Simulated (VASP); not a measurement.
Here is the system:

```xyz
3
Lattice="2.1110 1.2188 6.8666 -2.1110 1.2188 6.8666 0.0000 -2.4376 6.8666" Properties=species:S:1:pos:R:3 pbc="T T T"
Cd     0.0000    -2.4376     6.8666
I      0.0000     0.0000     5.1643
I      0.0000     0.0000    15.4355
```

Level of theory: PBEsol GGA, VASP's PBE PAW potentials (set 64) (plane waves; VASP 6.6.1). Settings: 400 eV cut-off, Gaussian smearing of 0.050 eV, potentials Cd I.

Unless said otherwise, spin-orbit coupling is left out, though it shifts the bands of the heavy elements here.

Give the energies of bands 8 to 16 at the high-symmetry points, in eV from the valence-band maximum.

```csv
band,Γ,T,H2,L,S0,F
8,-3.86,-3.12,-3.95,-3.91,-3.93,-4.15
9,-0.32,-1.66,-2.79,-3.02,-2.65,-3.29
10,-0.32,-0.47,-2.38,-1.83,-2.59,-1.59
11,-0.19,-0.47,-2.03,-1.40,-2.04,-1.48
12,-0.16,-0.02,-0.74,-1.04,-0.75,-0.15
13,-0.16,-0.02,-0.62,-0.46,-0.64,-0.12
14,2.39,3.59,2.99,2.72,3.03,2.00
15,4.26,4.40,5.29,4.99,5.54,4.55
16,6.05,6.23,6.42,6.66,6.23,5.68
```

The gap is indirect, 2.00 eV, from the valence maximum at Γ-S0 at 0.45 to the conduction minimum at F.

The structure was generated: CdI2 was put into the CdCl2 type (R-3m), which need not be its known phase. It was relaxed first.
